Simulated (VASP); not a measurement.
Computed with PBE GGA, VASP's PBE PAW potentials (set 64) (plane waves; VASP).

A VASP calculation is set up with these files.

File KPOINTS:
```
kpoints
0
Gamma
8 8 8
```

**INCAR**
```
# general
SYSTEM  = Ni3Al
PREC    = Accurate
ENCUT   = 400
LREAL   = .FALSE.
LASPH   = .TRUE.

# electronic loop
EDIFF   = 1E-6
NELM    = 100
ALGO    = Normal
IMIX    = 1
AMIX    = 0.1
BMIX    = 3.0
LMAXMIX = 4

# smearing
ISMEAR  = 1
SIGMA   = 0.1

# functional
GGA     = PE

# spin
ISPIN   = 2
MAGMOM  = 0.0 3*0.5

# ions
ISIF    = 2

# output
LWAVE   = .FALSE.
LCHARG  = .FALSE.
LORBIT  = 10
```

POSCAR:
```
Ni3Al
1
    3.5700000000     0.0000000000     0.0000000000
    0.0000000000     3.5700000000     0.0000000000
    0.0000000000     0.0000000000     3.5700000000
Al Ni
1 3
Direct
  0.0000000000   0.0000000000   0.0000000000
  0.0000000000   0.5000000000   0.5000000000
  0.5000000000   0.0000000000   0.5000000000
  0.5000000000   0.5000000000   0.0000000000
```

POTCAR, in this order: Al Ni (PBE.64 set). Program: vasp_std.

Task: What will the output report for the number of irreducible k-points (NKPTS), number of bands (NBANDS), largest plane-wave count, number of space-group operations, FFT grid (NGX, NGY, NGZ)?

Result: 
| Item | Value |
|---|---|
| number of irreducible k-points (NKPTS) | 35 |
| number of bands (NBANDS) | 21 |
| largest plane-wave count | 852 |
| number of space-group operations | 48 |
| FFT grid (NGX, NGY, NGZ) | 24 × 24 × 24 |

The compound is Ni3Al in the L1_2 structure. The cell was not relaxed at this level. The run is one of a series of settings (AMIX = 0.1, BMIX = 3.0, IMIX = 1 against the base run), some of them coarse on purpose.
